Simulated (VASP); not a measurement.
Calculation: r2SCAN meta-GGA, VASP's PBE PAW potentials (set 64) (plane waves; VASP 6.6.1).

Input for VASP

**POSCAR**
```
CoAl
1
    4.0748146398     0.0000000000    -0.0000000000
   -2.0374073198     3.5288928502    -0.0000000000
   -0.0000000000    -0.0000000000     4.6499757342
Co Al
2 2
Direct
  0.3333330000   0.6666670000   0.9375235615
  0.6666670000   0.3333330000   0.4375235615
  0.3333330000   0.6666670000   0.4374764385
  0.6666670000   0.3333330000   0.9374764385
```

**INCAR**
```
ALGO = Normal
EDIFF = 1E-6
EDIFFG = -0.02
ENCUT = 400
IBRION = 2
ISIF = 3
ISMEAR = 1
ISPIN = 2
LASPH = T
LCHARG = F
LMAXMIX = 4
LMIXTAU = T
LORBIT = 10
LREAL = F
LWAVE = F
MAGMOM = 2*1.2 2*-0.1
METAGGA = R2SCAN
NELM = 100
NSW = 60
PREC = Accurate
SIGMA = 0.1
SYSTEM = CoAl
```

KPOINTS:
```
Automatic mesh
0
Gamma
8 8 6
0 0 0
```

POTCAR, in this order: Co Al (PBE.64 set). Program: vasp_std.

Output of the run:

File OSZICAR:
```
       N       E                     dE             d eps       ncg     rms          rms(c)
DAV:   1     0.856528180683E+02    0.85653E+02   -0.89945E+03  2720   0.119E+03
DAV:   2    -0.385693185152E+02   -0.12422E+03   -0.11971E+03  2720   0.263E+02
DAV:   3    -0.432978003507E+02   -0.47285E+01   -0.46237E+01  3441   0.651E+01
DAV:   4    -0.433929470477E+02   -0.95147E-01   -0.94649E-01  3265   0.839E+00
DAV:   5    -0.433962993847E+02   -0.33523E-02   -0.33513E-02  3737   0.155E+00    0.163E+01
DAV:   6    -0.467016146222E+02   -0.33053E+01   -0.85266E+01  2932   0.155E+02    0.298E+01
DAV:   7    -0.375763416533E+02    0.91253E+01   -0.36431E+01  2901   0.908E+01    0.339E+00
DAV:   8    -0.377414583061E+02   -0.16512E+00   -0.21377E+00  3504   0.158E+01    0.302E+00
DAV:   9    -0.377614215733E+02   -0.19963E-01   -0.13472E-01  3330   0.457E+00    0.210E+00
DAV:  10    -0.377606288271E+02    0.79275E-03   -0.11235E-01  3451   0.482E+00    0.621E-01
DAV:  11    -0.377624874528E+02   -0.18586E-02   -0.18072E-02  3087   0.118E+00    0.282E-01
DAV:  12    -0.377637670394E+02   -0.12796E-02   -0.29359E-03  2916   0.493E-01    0.138E-01
DAV:  13    -0.377639750243E+02   -0.20798E-03   -0.35515E-04  2976   0.193E-01    0.351E-02
DAV:  14    -0.377640000343E+02   -0.25010E-04   -0.79027E-05  3092   0.835E-02    0.179E-02
DAV:  15    -0.377640084679E+02   -0.84336E-05   -0.24988E-05  3140   0.544E-02    0.782E-03
DAV:  16    -0.377640066574E+02    0.18105E-05   -0.32402E-06  2733   0.203E-02    0.403E-03
DAV:  17    -0.377640086710E+02   -0.20136E-05   -0.73035E-07  1491   0.978E-03    0.117E-03
DAV:  18    -0.377640085717E+02    0.99267E-07   -0.11972E-07  1477   0.313E-03
   1 F= -.37764009E+02 E0= -.37763204E+02  d E =-.377640E+02  mag=     2.0896
```

File OUTCAR:
```
------------------------ aborting loop because EDIFF is reached ----------------------------------------
  FORCE on cell =-STRESS in cart. coord.  units (eV):
  Direction    XX          YY          ZZ          XY          YZ          ZX
  --------------------------------------------------------------------------------------
  Total        0.0148163      0.0148163      0.0098460      0.0000000      0.0000000      0.0000000
  in kB        0.3550209      0.3550209      0.2359248      0.0000000      0.0000000      0.0000000
  external PRESSURE =       0.3153222 kB  Pullay stress =       0.0000000 kB
  volume of cell :       66.86
      direct lattice vectors                 reciprocal lattice vectors
     4.074814640  0.000000000  0.000000000     0.245409936  0.141687498  0.000000000
    -2.037407320  3.528892850  0.000000000     0.000000000  0.283374997  0.000000000
     0.000000000  0.000000000  4.649975734     0.000000000  0.000000000  0.215054886
 POSITION                                       TOTAL-FORCE (eV/Angst)
 -----------------------------------------------------------------------------------
     -0.00000      2.35260      4.35946         0.000000     -0.000000     -0.000313
      2.03741      1.17630      2.03447        -0.000000      0.000000     -0.000313
     -0.00000      2.35260      2.03425        -0.000000     -0.000000      0.000313
      2.03741      1.17630      4.35924        -0.000000     -0.000000      0.000313
 -----------------------------------------------------------------------------------
    total drift:                               -0.000127      0.000074     -0.011395
  FREE ENERGIE OF THE ION-ELECTRON SYSTEM (eV)
  ---------------------------------------------------
  free  energy   TOTEN  =       -37.7640085717 eV

  energy  without entropy=      -37.7615936820  energy(sigma->0) =      -37.76320361

 total charge

# of ion       s       p       d       tot
------------------------------------------
    1        0.498   0.387   7.439   8.324
    2        0.498   0.387   7.439   8.324
    3        0.466   0.406   0.000   0.872
    4        0.466   0.406   0.000   0.872
--------------------------------------------------
tot          1.926   1.587  14.878  18.391

 magnetization (x)

# of ion       s       p       d       tot
------------------------------------------
    1        0.043  -0.015   1.217   1.245
    2        0.043  -0.015   1.217   1.245
    3       -0.011  -0.040   0.000  -0.052
    4       -0.011  -0.040   0.000  -0.052
--------------------------------------------------
tot          0.063  -0.110   2.434   2.386

 reached required accuracy - stopping structural energy minimisation
```
(Selected blocks of OUTCAR.)

The structure was generated: CoAl was put into the wurtzite type (P6_3mc), which need not be its known phase. It was relaxed first, which changed the volume by -28 %. The relaxed cell has space group P6_3/mmc. The start is the result of an earlier pass.
